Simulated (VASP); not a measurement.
Given:

```
CELL_PARAMETERS angstrom
      3.48991     0.00000     0.00000
      0.00000     3.48991     0.00000
      0.00000     0.00000     3.48991
ATOMIC_POSITIONS crystal
  Si 0.00000 0.00000 0.00000
  Ni 0.00000 0.50000 0.50000
  Ni 0.50000 0.00000 0.50000
  Ni 0.50000 0.50000 0.00000
```

The numbers are results of revTPSS meta-GGA, VASP's PBE PAW potentials (set 64) (plane waves; VASP 6.6.1), not measurements. Settings: 520 eV cut-off, 9×9×9 Γ-centred mesh, first-order Methfessel-Paxton smearing of 0.10 eV, potentials Si Ni.

Problem. Predict the energy per atom (σ→0), pressure, band gap (on the k-mesh) with the smallest direct gap where there is one.

Solution. 
| Property | Result |
|---|---|
| band gap (on the k-mesh) | none (metal, semimetal or under 0.01 eV) |
| energy per atom (σ→0) | -3.509 eV/atom |
| pressure | -6.86 GPa |

The absolute energy has meaning only against runs of the same code, potentials and settings.

The compound is Ni3Si in the L1_2 structure. This cell is one point of a volume scan, at 1.03 of the reference volume. The run is not spin-polarised, so no magnetic state was tried.
